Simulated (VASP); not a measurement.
Method: PBE GGA with D3 dispersion (Becke-Johnson damping), VASP's PBE PAW potentials (set 64) (plane waves; VASP 6.6.1).

A VASP calculation is set up with these files.

### KPOINTS
```
Regular mesh
0
gamma
 8 8 8
0 0 0
```

### POSCAR
```
HfO2
1
    0.0000000000     2.5239568238     2.5239568238
    2.5239568238     0.0000000000     2.5239568238
    2.5239568238     2.5239568238     0.0000000000
Hf O
1 2
Direct
  0.0000000000   0.0000000000   0.0000000000
  0.2500000000   0.2500000000   0.2500000000
  0.7500000000   0.7500000000   0.7500000000
```

**INCAR**
```
# general
SYSTEM =HfO2
PREC   =Accurate
ENCUT  =520
LREAL  =F
LASPH  =T

# electronic loop
EDIFF  =1E-7
NELM   =100
ALGO   =Normal
LMAXMIX=6

# smearing
ISMEAR =0
SIGMA  =0.05

# functional
GGA    =PE
IVDW   =12

# ions
ISIF   =2

# output
LWAVE  =F
LCHARG =F
```

POTCAR, in this order: Hf_pv O (PBE.64 set). Program: vasp_std.

Unless said otherwise, spin-orbit coupling is left out, though it shifts the bands of the heavy elements here.

### Question
Estimate the energy per atom (σ→0), dispersion energy, band gap (on the k-mesh).

### Answer

| Property | Value |
|---|---|
| energy per atom (σ→0) | -996.1 kJ/mol of atoms |
| dispersion energy | -16.80 kcal/mol |
| band gap (on the k-mesh) | 3.84 eV |

### OSZICAR
```
...
DAV:   9    -0.302420208644E+02    0.10526E-01   -0.41907E-02  1059   0.185E+00    0.168E+00
DAV:  10    -0.302420774139E+02   -0.56549E-04   -0.45467E-03  1127   0.535E-01    0.296E-01
DAV:  11    -0.302420486178E+02    0.28796E-04   -0.29775E-04  1024   0.146E-01    0.217E-01
DAV:  12    -0.302420587039E+02   -0.10086E-04   -0.51127E-05  1130   0.545E-02    0.528E-02
DAV:  13    -0.302420596559E+02   -0.95197E-06   -0.21357E-06  1101   0.118E-02    0.158E-02
DAV:  14    -0.302420598308E+02   -0.17493E-06   -0.49539E-07   968   0.552E-03    0.153E-03
DAV:  15    -0.302420598302E+02    0.60322E-09   -0.28710E-08   645   0.151E-03
   1 F= -.30970674E+02 E0= -.30970674E+02  d E =-.728771E-15
```

The compound is HfO2 in the fluorite structure, the high-temperature cubic form, which is unstable at 0 K; the monoclinic form is the stable one. It was relaxed first.
